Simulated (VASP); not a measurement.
# Ca: Ca into a neighbouring Ca vacancy, part 3 of 4

Aim: the barrier for one hop in Ca: Ca into a neighbouring Ca vacancy.

VASP 6.6.1; PBEsol; plane waves and PAW (Ca_pv).

So far. Step 3 (Relax the host again, on a new basis): The start already met the threshold, so nothing moved. Step 4 (Relax the start): The run ended after 4 ionic steps, 0.024 eV below its first step, once the forces on the free atoms met EDIFFG = -0.05.

### 5. Relax the end

The end state is relaxed in the same way, so that both ends share their errors.

INCAR reads:

```
SYSTEM = Ca
PREC = Normal
ENCUT = 280
EDIFF = 1E-05
NELM = 120
ISMEAR = 1
SIGMA = 0.15
LREAL = Auto
ALGO = Fast
GGA = PS
NBANDS = 150
LORBIT = 11
LWAVE = .FALSE.
LCHARG = .FALSE.
KPAR = 6
IBRION = 2
NSW = 60
ISIF = 2
EDIFFG = -0.05
POTIM = 0.4
MAXMIX = 40
ISYM = 0
```

POSCAR reads:

```
Ca
1.0
   10.9121880448      0.0000000000      0.0000000000
    0.0000000000     10.9121880448      0.0000000000
    0.0000000000      0.0000000000     10.9121880448
Ca
31
Direct
    0.4995255799      0.0019349791     -0.0041253950
    0.7497458707      0.0000604830      0.2473876019
    0.0006099851     -0.0011936763      0.0015807000
    0.2497698132      0.2512264328      0.0022339124
    0.5007018383      0.4983949669     -0.0027754629
    0.7532136252      0.7497960222     -0.0012620108
    0.2502643963     -0.0003508212      0.2515618174
    0.5000621840      0.2500252004      0.2486903090
    0.7508606305      0.4981051156      0.2512204508
    0.5027930925     -0.0027944644      0.4954798630
    0.7511306234      0.2546698202      0.4981654919
    0.7477077086      0.0010794699      0.7484591145
   -0.0009274501      0.4993619658      0.0009750603
    0.2492571566      0.7505093073     -0.0003235525
   -0.0015481242      0.2494138183      0.2482580951
    0.2500119408      0.4979401634      0.2479969290
    0.5026703385      0.7499025233      0.2499012077
    0.0009375506     -0.0007713522      0.4995811374
    0.2507792181      0.2505176154      0.4978752259
    0.5015273611      0.4989178432      0.4980644048
    0.7483495976      0.7492842034      0.5029825370
    0.2478454625      0.0002933892      0.7460817677
    0.4999971281      0.2516487370      0.7495662404
    0.7488465101      0.5004243165      0.7512832472
    0.0012163602      0.7536151757      0.2503833649
   -0.0010857769      0.4997691037      0.4998671237
    0.2501992953      0.7499449646      0.5003188470
   -0.0030623557      0.2515205547      0.7489466104
    0.2478498195      0.5011688786      0.7524144122
    0.5009036284      0.7502953749      0.7482914145
    0.0052630459      0.7516133494      0.7479118859
```

KPOINTS reads:

```
Automatic mesh
0
Monkhorst-Pack
2 2 2
0 0 0
```

PAW data sets: Ca_pv (PBE family, release 64).

Command:

```console
mpirun -np 6 vasp_std
```

The program printed:

```text
[... set-up lines as in an earlier step ...]
 entering main loop
       N       E                     dE             d eps       ncg     rms          rms(c)
DAV:   1     0.236856725244E+04    0.23686E+04   -0.67920E+04  1264   0.166E+03
DAV:   2     0.397098249734E+03   -0.19715E+04   -0.19584E+04  1200   0.476E+02
DAV:   3    -0.188092006905E+02   -0.41591E+03   -0.40853E+03  1344   0.216E+02
DAV:   4    -0.610198403501E+02   -0.42211E+02   -0.40240E+02  1632   0.730E+01
DAV:   5    -0.644470453506E+02   -0.34272E+01   -0.32855E+01  1896   0.188E+01    0.433E+00
RMM:   6    -0.641327448625E+02    0.31430E+00   -0.28337E+00  1426   0.446E+00    0.242E+00
RMM:   7    -0.642245431658E+02   -0.91798E-01   -0.11423E+00  1717   0.228E+00    0.136E+00
RMM:   8    -0.642787644905E+02   -0.54221E-01   -0.35879E-01  1650   0.137E+00    0.544E-01
RMM:   9    -0.642921115161E+02   -0.13347E-01   -0.11605E-01  1857   0.734E-01    0.143E-01
RMM:  10    -0.642966211822E+02   -0.45097E-02   -0.50839E-02  1862   0.301E-01    0.734E-02
RMM:  11    -0.642979757139E+02   -0.13545E-02   -0.17439E-02  1849   0.152E-01    0.362E-02
WARNING in EDDRMM: call to ZHEGV failed, returncode =   6  3    120
RMM:  12    -0.642989527934E+02   -0.97708E-03   -0.99481E-03  1802   0.953E-02    0.125E-02
RMM:  13    -0.642993084385E+02   -0.35565E-03   -0.36061E-03  1618   0.543E-02    0.109E-02
RMM:  14    -0.642995072571E+02   -0.19882E-03   -0.19800E-03  1156   0.313E-02    0.779E-03
RMM:  15    -0.642995880292E+02   -0.80772E-04   -0.80613E-04  1121   0.273E-02    0.453E-03
RMM:  16    -0.642996378105E+02   -0.49781E-04   -0.48957E-04   875   0.168E-02    0.118E-03
RMM:  17    -0.642996540257E+02   -0.16215E-04   -0.17848E-04   894   0.150E-02    0.164E-03
RMM:  18    -0.642996656835E+02   -0.11658E-04   -0.12498E-04   993   0.136E-02    0.107E-03
RMM:  19    -0.642996693725E+02   -0.36889E-05   -0.36708E-05   799   0.863E-03
   1 F= -.64299669E+02 E0= -.64271378E+02  d E =-.642997E+02
 curvature:   0.00 expect dE= 0.000E+00 dE for cont linesearch  0.000E+00
 trial: gam= 0.00000 g(F)=  0.896E-02 g(S)=  0.000E+00 ort = 0.000E+00 (trialstep = 0.100E+01)
 search vector abs. value=  0.896E-02
 bond charge predicted
       N       E                     dE             d eps       ncg     rms          rms(c)
DAV:   1    -0.643041553475E+02   -0.44897E-02   -0.50821E-01  1736   0.368E+00    0.165E-01
RMM:   2    -0.643064214067E+02   -0.22661E-02   -0.25780E-02  1352   0.698E-01    0.807E-02
RMM:   3    -0.643078381540E+02   -0.14167E-02   -0.14894E-02  1728   0.360E-01    0.511E-02
RMM:   4    -0.643079830458E+02   -0.14489E-03   -0.21524E-03  1802   0.131E-01    0.604E-02
RMM:   5    -0.643080394930E+02   -0.56447E-04   -0.55904E-04  1780   0.555E-02    0.744E-02
RMM:   6    -0.643080526379E+02   -0.13145E-04   -0.12697E-04  1351   0.268E-02    0.851E-02
RMM:   7    -0.643080523839E+02    0.25409E-06   -0.29705E-05   857   0.206E-02
   2 F= -.64308052E+02 E0= -.64279936E+02  d E =-.838301E-02
[...]
3 F= -.64326899E+02 E0= -.64298989E+02  d E =-.272300E-01
[...]
WARNING in EDDRMM: call to ZHEGV failed, returncode =   8  4    127
[...]
4 F= -.64334578E+02 E0= -.64306847E+02  d E =-.349088E-01
 curvature:  -4.84 expect dE=-0.578E-02 dE for cont linesearch -0.145E-02
 ZBRENT: bracketing found
 ZBRENT: interpolating
 opt :   8.4945  next Energy=   -64.335810 (dE=-0.361E-01)
 bond charge predicted
       N       E                     dE             d eps       ncg     rms          rms(c)
DAV:   1    -0.643279669982E+02    0.66107E-02   -0.11607E+00  1616   0.556E+00    0.188E-01
RMM:   2    -0.643327195212E+02   -0.47525E-02   -0.53050E-02  1348   0.112E+00    0.125E-01
RMM:   3    -0.643357227375E+02   -0.30032E-02   -0.29840E-02  1730   0.505E-01    0.114E-01
RMM:   4    -0.643361780478E+02   -0.45531E-03   -0.44737E-03  1863   0.185E-01    0.116E-01
RMM:   5    -0.643362660043E+02   -0.87956E-04   -0.93550E-04  1753   0.701E-02    0.133E-01
RMM:   6    -0.643362848369E+02   -0.18833E-04   -0.19042E-04  1516   0.340E-02    0.142E-01
RMM:   7    -0.643363319925E+02   -0.47156E-04   -0.73811E-05  1150   0.271E-02    0.172E-01
RMM:   8    -0.643363214173E+02    0.10575E-04   -0.27168E-05   837   0.185E-02    0.170E-01
RMM:   9    -0.643363236144E+02   -0.21971E-05   -0.13964E-05   734   0.161E-02
   5 F= -.64336324E+02 E0= -.64308772E+02  d E =-.366542E-01
 curvature:  -4.12 expect dE=-0.272E-02 dE for cont linesearch -0.316E-04
 trial: gam= 0.04441 g(F)=  0.660E-03 g(S)=  0.000E+00 ort = 0.262E-03 (trialstep = 0.250E+01)
 search vector abs. value=  0.701E-03
 reached required accuracy - stopping structural energy minimisation
```

Run time: 3 min. Hardware: 6 MPI ranks of Intel Xeon Platinum 8488C (Sapphire Rapids), shared host; peak memory 3 GiB; 18 min of CPU time.

OUTCAR, selected parts (step 5):

```text
   NELECT =     248.0000    total number of electrons

 E-fermi :   2.1417

 k-point     1 :       0.2500    0.2500    0.2500
  band No.  band energies     occupation
    ...
    121       2.0177      1.99324
    122       2.0187      1.98998
    123       2.1122      1.32613
    124       2.1246      1.19232
    125       2.1267      1.16830
    126       2.2320      0.15832
    127       2.2460      0.08361
    128       2.2466      0.08092
    129       2.4469     -0.01428
    130       2.4479     -0.01395
    ...

  Total       -2.5833148     -2.5673585     -2.6006232     -0.0017291      0.0194768      0.0376338
  in kB       -3.1853150     -3.1656404     -3.2066568     -0.0021320      0.0240156      0.0464037
  external PRESSURE =      -3.1858707 kB  Pullay stress =       0.0000000 kB

 POSITION                                       TOTAL-FORCE (eV/Angst)
 -----------------------------------------------------------------------------------
      5.44769      0.00839     10.89126         0.018220     -0.016069      0.016254
      8.18413      0.00586      2.71057        -0.004300     -0.017852      0.004790
      0.00888      0.00217     10.90383        -0.002051     -0.005420     -0.002795
      2.71927      2.72460      0.00039         0.014060      0.005614     -0.017386
      5.46506      5.45363     10.90571        -0.004146     -0.002193     -0.003179
      8.20333      8.18427     10.89522        -0.034706      0.020059      0.006078
      2.74021      0.00816      2.72594        -0.010083     -0.004435     -0.019900
      5.46460      2.72367      2.71153         0.000562      0.021096      0.007554
      8.19089      5.46073      2.71998        -0.005816     -0.002210     -0.002910
      5.47595      0.00728      5.43575        -0.001088      0.006034      0.022657
      8.18535      2.73967      5.44606        -0.006045     -0.006343      0.004690
      8.18512      0.01036      8.17094        -0.005097     -0.013887      0.017491
     10.90425      5.46009      0.00518         0.015931     -0.002641     -0.010978
      2.73376      8.18877     10.91147        -0.011122      0.003745     -0.003721
     10.90439      2.71583      2.71990         0.009948      0.027288      0.000170
      2.72784      5.45125      2.70835         0.000649     -0.009574     -0.000435
      5.47624      8.17410      2.70256         0.001673      0.021029      0.000422
     10.89388      0.01505      5.44511         0.012420     -0.005451      0.009699
      2.72955      2.73356      5.44186        -0.011846      0.009324      0.005780
      5.46100      5.45119      5.44998         0.010586     -0.009981     -0.005332
      8.19216      8.17311      5.46549        -0.018064      0.024350     -0.027768
      2.73071      0.02288      8.16508        -0.003799     -0.010983      0.020499
      5.44903      2.73410      8.16354         0.011631     -0.001483      0.015290
      8.18854      5.46389      8.18764        -0.004135     -0.016298     -0.012102
[...]
-----------------------------------------------------------------------------------
    total drift:                               -0.001504      0.000653      0.006813

  FREE ENERGIE OF THE ION-ELECTRON SYSTEM (eV)
  ---------------------------------------------------
  free  energy   TOTEN  =       -64.3363236144 eV

  energy  without entropy=      -64.2536691284  energy(sigma->0) =      -64.30877212

[... 6 parts as in an earlier step ...]

[... 7 further parts left out ...]
```

Step by step:

| step | energy less that of the first step (eV) | largest force (eV/Å) |
| --- | --- | --- |
| 1 | 0.0000 | 0.1703 |
| 2 | -0.0084 | 0.1465 |
| 3 | -0.0272 | 0.0950 |
| 4 | -0.0349 | 0.0520 |
| 5 | -0.0367 | 0.0411 |

The atoms that moved most (Å):

| atom | dx | dy | dz | length |
| --- | --- | --- | --- | --- |
| Ca31 | -0.051 | -0.011 | 0.020 | 0.056 |
| Ca10 | -0.011 | 0.038 | 0.029 | 0.049 |
| Ca11 | -0.011 | -0.039 | 0.010 | 0.042 |
| Ca22 | 0.026 | 0.020 | 0.024 | 0.040 |
| Ca18 | -0.029 | 0.023 | -0.006 | 0.037 |
| Ca25 | -0.019 | -0.032 | 0.000 | 0.037 |
| Ca21 | 0.026 | -0.003 | -0.023 | 0.035 |
| Ca9 | -0.003 | 0.025 | -0.021 | 0.033 |

The relaxed structure:

```
Ca
1.0
    10.91219    0.00000    0.00000
     0.00000   10.91219    0.00000
     0.00000    0.00000   10.91219
Ca
31
Direct
  0.49923 0.00077 0.99808
  0.75000 0.00054 0.24840
  0.00081 0.00020 0.99923
  0.24920 0.24968 0.00004
  0.50082 0.49977 0.99941
  0.75176 0.75001 0.99845
  0.25111 0.00075 0.24981
  0.50078 0.24960 0.24849
  0.75062 0.50043 0.24926
  0.50182 0.00067 0.49814
  0.75011 0.25107 0.49908
  0.75009 0.00095 0.74879
  0.99927 0.50037 0.00047
  0.25052 0.75042 0.99993
  0.99929 0.24888 0.24925
  0.24998 0.49956 0.24819
  0.50185 0.74908 0.24766
  0.99832 0.00138 0.49899
  0.25014 0.25050 0.49870
  0.50045 0.49955 0.49944
  0.75074 0.74899 0.50086
  0.25024 0.00210 0.74825
  0.49935 0.25055 0.74811
  0.75040 0.50071 0.75032
  0.99946 0.75068 0.25042
  0.99946 0.50028 0.49943
  0.25148 0.74872 0.49894
  0.99852 0.25022 0.75005
  0.24943 0.49937 0.75118
  0.49956 0.74995 0.74985
  0.00061 0.75058 0.74976
```

This step gave:

| Item | Value |
| --- | --- |
| electronic cycles | 62 |
| free energy (TOTEN) | -64.3363 eV |
| energy at zero smearing | -64.3088 eV |

The run ended after 5 ionic steps, 0.037 eV below its first step, once the forces on the free atoms met EDIFFG = -0.05.

(Continued in part 4 of 4.)

[Lines on the potential files, build, host, timing and source positions are cut from VASP's logs without a mark.]

[Logs are printed without paths, hosts, clocks, repeated set-up lines and the standing remarks that a program may print on its own settings, such as how far it seeks lower states.]

[Hosts, paths, dates, database ids (printed as entryN), source tags and the programs' standing remarks are cut or masked in the printed files.]

[Runs that stopped without an error message from VASP are left out.]
